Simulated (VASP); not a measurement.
Method: r2SCAN meta-GGA, VASP's PBE PAW potentials (set 64) (plane waves; VASP).

Input for VASP

### INCAR
```
SYSTEM=CdF2(111) slab
PREC=Normal; ENCUT=450; LREAL=.False.
LASPH=.True.
EDIFF=1E-5; NELM=100; NELMIN=4
ALGO=Normal; LMAXMIX=4; LMIXTAU=.True.
ISMEAR=0; SIGMA=0.05
METAGGA=R2SCAN
IBRION=2; NSW=50; ISIF=2
EDIFFG=-0.03
LWAVE=.True.; LCHARG=.False.
DIPOL=0.5 0.5 0.5
LDIPOL=.True.; IDIPOL=3
```

File KPOINTS:
```
Automatic mesh
0
Gamma
  6 6 1
0 0 0
```

**POSCAR**
```
CdF2(111) slab
1.0
  3.8211713844   0.0000000000   0.0000000000
 -1.9105856922   3.3092306714   0.0000000000
  0.0000000000   0.0000000000  24.3987459426
F Cd
6 3
Cart
  1.9105876028   1.1030757874   8.2994042236
 -0.0000019106   2.2061548840  11.4193694623
  0.0000000000   0.0000000000   9.8593868429
  0.0000000000   0.0000000000  14.5393590997
  1.9105876028   1.1030757874  12.9793764803
 -0.0000019106   2.2061548840  16.0993417190
 -0.0000019106   2.2061548840   9.0794077326
  0.0000000000   0.0000000000  12.1993729713
  1.9105876028   1.1030757874  15.3193382100
```

POTCAR, in this order: F Cd (PBE.64 set). Program: vasp_std.

What VASP printed:

OSZICAR:
```
...
DAV:  14    -0.100446564577E+03   -0.24655E-03   -0.48803E-04   644   0.176E-01    0.873E-03
DAV:  15    -0.100447293414E+03   -0.72884E-03   -0.26402E-04   644   0.115E-01    0.414E-03
DAV:  16    -0.100447326228E+03   -0.32814E-04   -0.11905E-05   456   0.313E-02    0.330E-03
DAV:  17    -0.100447334558E+03   -0.83306E-05   -0.26583E-05   508   0.408E-02
   2 F= -.10044733E+03 E0= -.10044733E+03  d E =-.103422E-01
       N       E                     dE             d eps       ncg     rms          rms(c)
DAV:   1    -0.100446832431E+03    0.49380E-03   -0.75994E-01   644   0.452E+00    0.107E-01
DAV:   2    -0.100447189063E+03   -0.35663E-03   -0.17223E-02   644   0.707E-01    0.517E-02
DAV:   3    -0.100448004636E+03   -0.81557E-03   -0.53201E-03   644   0.493E-01    0.387E-02
DAV:   4    -0.100446601911E+03    0.14027E-02   -0.25660E-03   644   0.321E-01    0.198E-02
DAV:   5    -0.100448059194E+03   -0.14573E-02   -0.18623E-03   644   0.289E-01    0.117E-02
DAV:   6    -0.100448555736E+03   -0.49654E-03   -0.13838E-04   644   0.834E-02    0.575E-03
DAV:   7    -0.100448432435E+03    0.12330E-03   -0.35788E-05   548   0.485E-02    0.441E-03
DAV:   8    -0.100448623816E+03   -0.19138E-03   -0.15334E-05   464   0.380E-02    0.314E-03
DAV:   9    -0.100448374595E+03    0.24922E-03   -0.32384E-05   562   0.473E-02    0.348E-03
DAV:  10    -0.100448432989E+03   -0.58394E-04   -0.64833E-06   432   0.231E-02    0.294E-03
DAV:  11    -0.100448448215E+03   -0.15227E-04   -0.42466E-06   420   0.180E-02    0.254E-03
DAV:  12    -0.100448405191E+03    0.43024E-04   -0.24416E-06   420   0.134E-02    0.245E-03
DAV:  13    -0.100448400596E+03    0.45945E-05   -0.41693E-06   420   0.177E-02
   3 F= -.10044840E+03 E0= -.10044840E+03  d E =-.114083E-01
       N       E                     dE             d eps       ncg     rms          rms(c)
DAV:   1    -0.100448335125E+03    0.70066E-04   -0.11055E-01   644   0.172E+00    0.410E-02
DAV:   2    -0.100447228580E+03    0.11065E-02   -0.30467E-03   644   0.300E-01    0.192E-02
DAV:   3    -0.100448483684E+03   -0.12551E-02   -0.13184E-03   644   0.239E-01    0.151E-02
DAV:   4    -0.100448331310E+03    0.15237E-03   -0.36671E-04   644   0.135E-01    0.759E-03
DAV:   5    -0.100448408736E+03   -0.77426E-04   -0.28190E-04   644   0.124E-01    0.490E-03
DAV:   6    -0.100448580090E+03   -0.17135E-03   -0.25944E-05   532   0.403E-02    0.312E-03
DAV:   7    -0.100448502815E+03    0.77275E-04   -0.61198E-06   420   0.231E-02    0.276E-03
DAV:   8    -0.100448553989E+03   -0.51174E-04   -0.38478E-06   426   0.177E-02    0.247E-03
DAV:   9    -0.100448501953E+03    0.52036E-04   -0.48399E-06   420   0.187E-02    0.248E-03
DAV:  10    -0.100448512391E+03   -0.10438E-04   -0.25112E-06   420   0.128E-02    0.238E-03
DAV:  11    -0.100448484246E+03    0.28145E-04   -0.21189E-06   420   0.134E-02    0.238E-03
DAV:  12    -0.100448515727E+03   -0.31480E-04   -0.15591E-06   420   0.987E-03    0.238E-03
DAV:  13    -0.100448515680E+03    0.46432E-07   -0.80149E-07   420   0.720E-03
   4 F= -.10044852E+03 E0= -.10044852E+03  d E =-.115233E-01
       N       E                     dE             d eps       ncg     rms          rms(c)
DAV:   1    -0.100448469297E+03    0.46429E-04   -0.15556E-01   644   0.216E+00    0.546E-02
DAV:   2    -0.100446431043E+03    0.20383E-02   -0.35982E-03   644   0.344E-01    0.237E-02
DAV:   3    -0.100448643102E+03   -0.22121E-02   -0.16987E-03   644   0.276E-01    0.189E-02
DAV:   4    -0.100448525881E+03    0.11722E-03   -0.24233E-04   644   0.107E-01    0.945E-03
DAV:   5    -0.100448633170E+03   -0.10729E-03   -0.21625E-04   644   0.103E-01    0.583E-03
DAV:   6    -0.100448794076E+03   -0.16091E-03   -0.39432E-05   556   0.498E-02    0.408E-03
DAV:   7    -0.100448735211E+03    0.58865E-04   -0.11487E-05   436   0.310E-02    0.286E-03
DAV:   8    -0.100448700148E+03    0.35064E-04   -0.74787E-06   432   0.252E-02    0.254E-03
DAV:   9    -0.100448707183E+03   -0.70349E-05   -0.32355E-06   420   0.162E-02
   5 F= -.10044871E+03 E0= -.10044871E+03  d E =-.191502E-03
       N       E                     dE             d eps       ncg     rms          rms(c)
DAV:   1    -0.100446840348E+03    0.18598E-02   -0.14000E+00   644   0.647E+00    0.163E-01
DAV:   2    -0.100447488424E+03   -0.64808E-03   -0.24149E-02   644   0.853E-01    0.731E-02
DAV:   3    -0.100449040608E+03   -0.15522E-02   -0.74062E-03   644   0.564E-01    0.557E-02
DAV:   4    -0.100446739836E+03    0.23008E-02   -0.21350E-03   644   0.296E-01    0.270E-02
DAV:   5    -0.100448807394E+03   -0.20676E-02   -0.18667E-03   644   0.286E-01    0.167E-02
DAV:   6    -0.100449126618E+03   -0.31922E-03   -0.22848E-04   644   0.114E-01    0.108E-02
DAV:   7    -0.100448977626E+03    0.14899E-03   -0.68932E-05   588   0.679E-02    0.571E-03
DAV:   8    -0.100448931467E+03    0.46159E-04   -0.39732E-05   568   0.503E-02    0.395E-03
DAV:   9    -0.100448942802E+03   -0.11335E-04   -0.84598E-06   420   0.254E-02    0.335E-03
DAV:  10    -0.100448952643E+03   -0.98415E-05   -0.52971E-06   420   0.194E-02
   6 F= -.10044895E+03 E0= -.10044895E+03  d E =-.436963E-03
       N       E                     dE             d eps       ncg     rms          rms(c)
DAV:   1    -0.100448744259E+03    0.19854E-03   -0.19328E-01   644   0.241E+00    0.606E-02
DAV:   2    -0.100446387468E+03    0.23568E-02   -0.43604E-03   644   0.376E-01    0.257E-02
DAV:   3    -0.100449007859E+03   -0.26204E-02   -0.19464E-03   644   0.290E-01    0.205E-02
DAV:   4    -0.100448997250E+03    0.10609E-04   -0.36930E-04   644   0.139E-01    0.994E-03
DAV:   5    -0.100448924636E+03    0.72614E-04   -0.32310E-04   644   0.140E-01    0.630E-03
DAV:   6    -0.100448991734E+03   -0.67098E-04   -0.48038E-05   588   0.559E-02    0.418E-03
DAV:   7    -0.100448985251E+03    0.64828E-05   -0.14477E-05   460   0.335E-02
   7 F= -.10044899E+03 E0= -.10044899E+03  d E =-.469571E-03
       N       E                     dE             d eps       ncg     rms          rms(c)
DAV:   1    -0.100448788893E+03    0.20284E-03   -0.25867E-01   644   0.297E+00    0.715E-02
DAV:   2    -0.100446971018E+03    0.18179E-02   -0.66389E-03   644   0.467E-01    0.312E-02
DAV:   3    -0.100448825504E+03   -0.18545E-02   -0.19784E-03   644   0.320E-01    0.222E-02
DAV:   4    -0.100448861811E+03   -0.36307E-04   -0.34947E-04   644   0.145E-01    0.118E-02
DAV:   5    -0.100448890330E+03   -0.28519E-04   -0.57596E-04   644   0.183E-01    0.695E-03
DAV:   6    -0.100449309194E+03   -0.41886E-03   -0.71733E-05   596   0.724E-02    0.433E-03
DAV:   7    -0.100449237573E+03    0.71622E-04   -0.90449E-06   420   0.261E-02    0.321E-03
DAV:   8    -0.100449230590E+03    0.69822E-05   -0.67599E-06   420   0.217E-02
   8 F= -.10044923E+03 E0= -.10044923E+03  d E =-.245339E-03
       N       E                     dE             d eps       ncg     rms          rms(c)
DAV:   1    -0.100448079202E+03    0.11584E-02   -0.80546E-01   644   0.525E+00    0.125E-01
DAV:   2    -0.100445209482E+03    0.28697E-02   -0.18563E-02   644   0.783E-01    0.562E-02
DAV:   3    -0.100449061502E+03   -0.38520E-02   -0.45664E-03   644   0.488E-01    0.396E-02
DAV:   4    -0.100448204840E+03    0.85666E-03   -0.93471E-04   644   0.221E-01    0.208E-02
DAV:   5    -0.100449150882E+03   -0.94604E-03   -0.14664E-03   644   0.274E-01    0.127E-02
DAV:   6    -0.100449162486E+03   -0.11603E-04   -0.13360E-04   644   0.926E-02    0.730E-03
DAV:   7    -0.100449291888E+03   -0.12940E-03   -0.22658E-05   476   0.402E-02    0.498E-03
DAV:   8    -0.100449448116E+03   -0.15623E-03   -0.19454E-05   476   0.377E-02    0.290E-03
DAV:   9    -0.100449434713E+03    0.13402E-04   -0.92034E-06   428   0.264E-02    0.259E-03
DAV:  10    -0.100449400921E+03    0.33792E-04   -0.43585E-06   420   0.181E-02    0.244E-03
DAV:  11    -0.100449400720E+03    0.20118E-06   -0.27253E-06   420   0.137E-02
   9 F= -.10044940E+03 E0= -.10044940E+03  d E =-.415469E-03
```

File OUTCAR:
```
------------------------ aborting loop because EDIFF is reached ----------------------------------------
  FORCE on cell =-STRESS in cart. coord.  units (eV):
  Direction    XX          YY          ZZ          XY          YZ          ZX
  --------------------------------------------------------------------------------------
  Total       -5.6341332     -5.6341304     -2.1102868      0.0000000      0.0000000      0.0000000
  in kB      -29.2581346    -29.2581201    -10.9587497      0.0000000      0.0000000      0.0000000
  external PRESSURE =     -23.1583348 kB  Pullay stress =       0.0000000 kB
  volume of cell :      308.53
      direct lattice vectors                 reciprocal lattice vectors
     3.821171384  0.000000000  0.000000000     0.261699856  0.151092520  0.000000000
    -1.910585692  3.309230671  0.000000000     0.000000000  0.302185039  0.000000000
     0.000000000  0.000000000 24.398745943     0.000000000  0.000000000  0.040985713
 POSITION                                       TOTAL-FORCE (eV/Angst)
 -----------------------------------------------------------------------------------
      1.91059      1.10308      8.26839        -0.000000      0.000000      0.012897
     -0.00000      2.20615     11.41605        -0.000000      0.000000     -0.018321
      0.00000      0.00000      9.85252        -0.000000      0.000000     -0.019934
      0.00000      0.00000     14.54622        -0.000000     -0.000000      0.019934
      1.91059      1.10308     12.98270         0.000000     -0.000000      0.018321
     -0.00000      2.20615     16.13036         0.000000      0.000000     -0.012897
     -0.00000      2.20615      9.06670        -0.000000     -0.000000      0.000865
      0.00000      0.00000     12.19937        -0.000000      0.000000      0.000000
      1.91059      1.10308     15.33204        -0.000000      0.000000     -0.000865
 -----------------------------------------------------------------------------------
    total drift:                                0.000000      0.000000      0.000000
  FREE ENERGIE OF THE ION-ELECTRON SYSTEM (eV)
  ---------------------------------------------------
  free  energy   TOTEN  =      -100.4494007201 eV

  energy  without entropy=     -100.4494007201  energy(sigma->0) =     -100.44940072

 reached required accuracy - stopping structural energy minimisation
```
(Selected blocks of OUTCAR.)

### CONTCAR
```
CdF2(111) slab
   1.00000000000000
     3.8211713843999999    0.0000000000000000    0.0000000000000000
    -1.9105856922000000    3.3092306713999999    0.0000000000000000
     0.0000000000000000    0.0000000000000000   24.3987459426000015
  F               Cd
     6     3
Direct
     0.6666669999999968    0.3333330000000032    0.3388857317159356
     0.3333330000000032    0.6666669999999968    0.4678949837060936
     0.0000000000000000    0.0000000000000000    0.4038126301315537
     0.0000000000000000    0.0000000000000000    0.5961873698684464
     0.6666669999999968    0.3333330000000032    0.5321050162939065
     0.3333330000000032    0.6666669999999968    0.6611142682840644
     0.3333330000000032    0.6666669999999968    0.3716053397096379
     0.0000000000000000    0.0000000000000000    0.5000000000000000
     0.6666669999999968    0.3333330000000032    0.6283946602903621
```

### OUTCAR
```
 val. band max:       -6.0933181636   @ k =   0.5000   0.0000   0.0000

 cond. band min:      -2.1789501063   @ k =   0.0000   0.0000   0.0000


 Fermi energy:        -5.8395499245

 k-point     1 :       0.0000    0.0000    0.0000
  band No.  band energies     occupation
      1     -27.8306      2.00000
      2     -27.6015      2.00000
      3     -27.3393      2.00000
      4     -27.0295      2.00000
      5     -26.6791      2.00000
      6     -26.6675      2.00000
      7     -11.6137      2.00000
      8     -11.6136      2.00000
      9     -11.5102      2.00000
     10     -11.5013      2.00000
     11     -11.5012      2.00000
     12     -11.3626      2.00000
     13     -11.3624      2.00000
     14     -11.0822      2.00000
     15     -10.6640      2.00000
     16     -10.6640      2.00000
     17     -10.6317      2.00000
     18     -10.6316      2.00000
     19     -10.4798      2.00000
     20     -10.4539      2.00000
     21     -10.4539      2.00000
     22      -8.5074      2.00000
     23      -7.9038      2.00000
     24      -7.7595      2.00000
     25      -7.6523      2.00000
     26      -7.6520      2.00000
     27      -7.2284      2.00000
     28      -7.2282      2.00000
     29      -6.9940      2.00000
     30      -6.9938      2.00000
     31      -6.9935      2.00000
     32      -6.7439      2.00000
     33      -6.5582      2.00000
     34      -6.4997      2.00000
     35      -6.4994      2.00000
     36      -6.3517      2.00000
     37      -6.3514      2.00000
     38      -6.3448      2.00000
     39      -6.3445      2.00000
     40      -2.1790      0.00000
     41      -1.3925      0.00000
     42       0.1910      0.00000
     43       2.4396      0.00000
     44       2.5380      0.00000
     45       3.2368      0.00000
     46       3.3709      0.00000

 k-point     2 :       0.1667    0.0000    0.0000
  band No.  band energies     occupation
      1     -27.7671      2.00000
      2     -27.5630      2.00000
...
```

At this cut-off the stress carries a Pulay error, which pulls relaxed volumes low.

The cell is a thin slab with vacuum, built from CdF2 (fluorite): (111) face.
